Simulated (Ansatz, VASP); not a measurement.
# AlN: VASP beside Ansatz, part 4 of 4

Wanted: the spread between two codes on one cell, functional and k mesh. The cell is taken from a series of runs on this material, whose earlier steps may have relaxed, scaled, displaced or heated it; both programs get it as it stands.

VASP 6.6.1 and Ansatz 0.2.0.

So far: Ansatz: zone-centre phonons, PBE, pair 1; VASP: zone-centre phonons, PBE, pair 1; Side by side; VASP: zone-centre phonons, PBE, pair 2; Ansatz: zone-centre phonons, PBE, pair 2; Differences.

## (8) VASP: zone-centre phonons, PBE, pair 3

Level of this step: PBE; plane waves and PAW (N, Al) (VASP).

Second derivatives magnify differences that forces hide, and they need a tight electronic threshold. The cell compared in this pair holds 45.12 Å³, against 44.27 Å³ for the pair before.

File INCAR:

```
SYSTEM = AlN
PREC = Accurate
ENCUT = 600
EDIFF = 1E-08
NELM = 120
ISMEAR = 0
SIGMA = 0.01
LREAL = .FALSE.
ALGO = Normal
GGA = PE
NBANDS = 14
LORBIT = 11
LWAVE = .FALSE.
LCHARG = .FALSE.
ISIF = 2
IBRION = 8
LEPSILON = .TRUE.
LASPH = .TRUE.
GGA_COMPAT = .FALSE.
EFERMI = MIDGAP
KPAR = 2
```

File POSCAR:

```
AlN
1.0
    3.1878429061      0.0000000000      0.0000000000
   -1.5939214531      2.7607529399      0.0000000000
    0.0000000000      0.0000000000      5.1263585639
N Al
2 2
Direct
    0.3333333334      0.6666666668      0.3803606856
    0.6666666668      0.3333333334      0.8803606856
    0.3333333334      0.6666666668      0.9996393144
    0.6666666668      0.3333333334      0.4996393144
```

File KPOINTS:

```
Automatic mesh
0
Gamma
9 9 6
0 0 0
```

Potentials, in the order of the species: N and Al (PBE family, release 64).

The run is started by

```
$ mpirun -np 2 vasp_std
```

Numbers of over 12 decimals in the logs are rounded to 6 here.

The program printed:

```text
[... set-up lines as in an earlier step ...]
 entering main loop
       N       E                     dE             d eps       ncg     rms          rms(c)
DAV:   1     0.522993985444E+02    0.52299E+02   -0.80676E+03  1344   0.114E+03
DAV:   2    -0.294660160800E+02   -0.81765E+02   -0.74623E+02  1856   0.220E+02
DAV:   3    -0.341395042131E+02   -0.46735E+01   -0.46507E+01  1842   0.569E+01
DAV:   4    -0.341766333285E+02   -0.37129E-01   -0.37125E-01  1524   0.553E+00
[...]
DAV:  15    -0.296979180616E+02   -0.21176E-07   -0.23117E-07  1806   0.385E-03    0.438E-04
DAV:  16    -0.296979180495E+02    0.12089E-07   -0.87304E-09   996   0.814E-04    0.133E-04
DAV:  17    -0.296979180485E+02    0.10192E-08   -0.84581E-10   966   0.341E-04
   1 F= -.29697918E+02 E0= -.29697918E+02  d E =0.000000E+00
 Linear response reoptimize wavefunctions to high precision
DAV:   1    -0.296979180484E+02    0.85606E-10   -0.52837E-11  1050   0.751E-05
 Linear response G [H, r] |phi>, progress :
  Direction:   1
       N       E                     dE             d eps       ncg     rms
[...]
RMM:  10    -0.535564836649E-02    0.76010E-08   -0.98564E-09 13429   0.104E-05    0.364E-06
 first order change of Fermi-energy  -0.44020E-05
 force on displaced ion       3 direction 1 : -12.568  -0.000  -0.000
 Born effective charge ion    3 direction 1 :   2.525   0.000   0.000
 Linear response progress:
  Degree of freedom:   4/  4
       N       E                     dE             d eps       ncg     rms          rms(c)
RMM:   1    -0.181544154303E-01   -0.18154E-01   -0.84979E-03  4922   0.117E+00
RMM:   2    -0.110520464361E-01    0.71024E-02   -0.29786E-03  2803   0.369E-01    0.100E-01
RMM:   3    -0.106353159040E-01    0.41673E-03   -0.56762E-04  2953   0.125E-01    0.479E-02
RMM:   4    -0.105134108964E-01    0.12191E-03   -0.29878E-04  3042   0.474E-02    0.243E-02
[...]
RMM:   9    -0.104337239741E-01   -0.22361E-06   -0.17840E-07  3123   0.261E-04    0.286E-05
RMM:  10    -0.104336787483E-01    0.45226E-07    0.46107E-08  3262   0.510E-05    0.114E-05
RMM:  11    -0.104336809375E-01   -0.21892E-08    0.12733E-08  3122   0.305E-05    0.261E-06
 first order change of Fermi-energy  -0.82121E+00
 force on displaced ion       3 direction 3 :   0.000  -0.000 -17.755
 Born effective charge ion    3 direction 3 :   0.000   0.000   2.680
 Born effective charges drift removed
 Linear response finished
```

Parts of OUTCAR (step 8):

```text
 POSITION                                       TOTAL-FORCE (eV/Angst)
 -----------------------------------------------------------------------------------
     -0.00000      1.84050      1.94987        -0.000000      0.000000     -0.000444
      1.59392      0.92025      4.51304         0.000000     -0.000000     -0.000444
     -0.00000      1.84050      5.12451        -0.000000     -0.000000      0.000444
      1.59392      0.92025      2.56133        -0.000000     -0.000000      0.000444
 -----------------------------------------------------------------------------------
    total drift:                               -0.000000     -0.000000     -0.000867

 MACROSCOPIC STATIC DIELECTRIC TENSOR (including local field effects in DFT)
 ------------------------------------------------------
           4.606784    -0.000000     0.000000
          -0.000000     4.606784     0.000000
           0.000000    -0.000000     4.825362
 ------------------------------------------------------

 MACROSCOPIC STATIC DIELECTRIC TENSOR IONIC CONTRIBUTION
 ------------------------------------------------------
           4.260454    -0.000000     0.000000
          -0.000000     4.260454    -0.000000
           0.000000    -0.000000     5.691200
 ------------------------------------------------------

[... 1 part as in an earlier step ...]
```

## (9) Ansatz: zone-centre phonons, PBE, pair 3

The same cell, functional and mesh now go to Ansatz, which takes its cutoff from its data sets.

The cell is taken from a series of runs on this material, whose earlier steps may have relaxed, scaled, displaced or heated it; both programs get it as it stands.

File input.yaml:

```yaml
crystal:
  lattice:
    - [3.1878429061, 0.0, 0.0]
    - [-1.5939214531, 2.7607529399, 0.0]
    - [0.0, 0.0, 5.1263585639]
  atoms:
    - { symbol: "N", position: [0.3333333333, 0.6666666667, 0.3803606856] }
    - { symbol: "N", position: [0.6666666667, 0.3333333333, 0.8803606856] }
    - { symbol: Al, position: [0.3333333333, 0.6666666667, -0.0003606856] }
    - { symbol: Al, position: [0.6666666667, 0.3333333333, 0.4996393144] }
kpoints:
  mp_grid: { grid: [9, 9, 6] }
hamiltonian:
  xc: pbe
  pseudopotentials: { kind: paw, azcp: { folder: soft_1 } }
scf:
  occupations: { method: fixed }
output:
  eigenvalues: true
phonons:
  method: dfpt
  dielectric: true
  rigid_motions: translations
```

The run is started by

```
$ ansatz run input.yaml --threads 4 --pin off --max-ram 16384MiB --backend cpu --events-out ev --progress --plain --runs-dir out
```

The program printed:

```text
[...]
Crystal: 4 atoms, lattice volume = 45.116 Å³
Basis set: ecut = 420 eV, 881 PW (Γ), exchange–correlation on 48×48×72 points (8 copies of the dense FFT grid, shifted against one another)
Bands: 12, of which v1, the nominal top of the filled ones, is band 8 counted from 1 (7 counted from 0)
Symmetry: 12 space group operations
k-points: 140 of 486 (irreducible under 2 space group operations, time reversal used)
[...]
optical modes at Γ + LO–TO along q̂ = [1.0000, 0.0000, 0.0000]:
      ω (cm⁻¹)  modes    IR ((D/Å)²/amu)
[...]
optical modes at Γ + LO–TO along q̂ = [0.0000, 1.0000, 0.0000]:
      ω (cm⁻¹)  modes    IR ((D/Å)²/amu)
[...]
optical modes at Γ + LO–TO along q̂ = [0.0000, 0.0000, 1.0000]:
      ω (cm⁻¹)  modes    IR ((D/Å)²/amu)
[...]
575.89      2             0.0000
        594.45      2            64.3105
        662.38      1             0.0000
        807.67      1            36.2007
[key lines of the parts left out:]
SCF converged after 9 iterations
Free energy (F): -1848.435417 eV
Fermi energy:    6.324237 eV
```

## (10) Comparison

The two programs side by side:

| quantity | Ansatz | VASP | difference |
| --- | --- | --- | --- |
| ε∞ xx | 4.61 | 4.61 | -0.01 % |
| ε∞ yy | 4.61 | 4.61 | -0.01 % |
| ε∞ zz | 4.83 | 4.83 | +0.06 % |
| Born charge of N1 (mean of the diagonal) (e) | -2.59 | -2.58 | -0.01 |
| Born charge of Al3 (mean of the diagonal) (e) | 2.59 | 2.58 | +0.01 |
| optical mode 1 to 2 (cm⁻¹) | 236.3 | 236.6 | -0.13 % |
| optical mode 3 (cm⁻¹) | 503.4 | 503.2 | +0.03 % |
| optical mode 4 (cm⁻¹) | 545.8 | 546.4 | -0.12 % |
| optical mode 5 to 6 (cm⁻¹) | 575.9 | 576.7 | -0.15 % |
| optical mode 7 to 8 (cm⁻¹) | 594.5 | 595.1 | -0.11 % |
| optical mode 9 (cm⁻¹) | 662.4 | 663.9 | -0.23 % |

Modes are paired by rising frequency, not by their patterns, so a pair may set unlike modes beside each other; they are those without the splitting of longitudinal modes.

## (11) Summary of results

```
r.m.s. difference of the optical zone-centre modes, each program's sorted by frequency (zone-centre phonons, PBE, pair 1) : 0.95 cm⁻¹
r.m.s. difference of the optical zone-centre modes, each program's sorted by frequency (zone-centre phonons, PBE, pair 2) : 0.84 cm⁻¹
r.m.s. difference of the optical zone-centre modes, each program's sorted by frequency (zone-centre phonons, PBE, pair 3) : 0.76 cm⁻¹
```

In words: The r.m.s. difference of the optical zone-centre modes, each program's sorted by frequency is 0.95 cm⁻¹ (zone-centre phonons, PBE, pair 1). How closely two codes agree says nothing of how well the functional describes the real material.

[Lines on the potential files, build, host, timing and source positions are cut from VASP's logs without a mark.]

[Logs are printed without paths, hosts, clocks, repeated set-up lines and the standing remarks that a program may print on its own settings, such as how far it seeks lower states.]

[Hosts, paths, dates, database ids (printed as entryN), source tags and the programs' standing remarks are cut or masked in the printed files.]
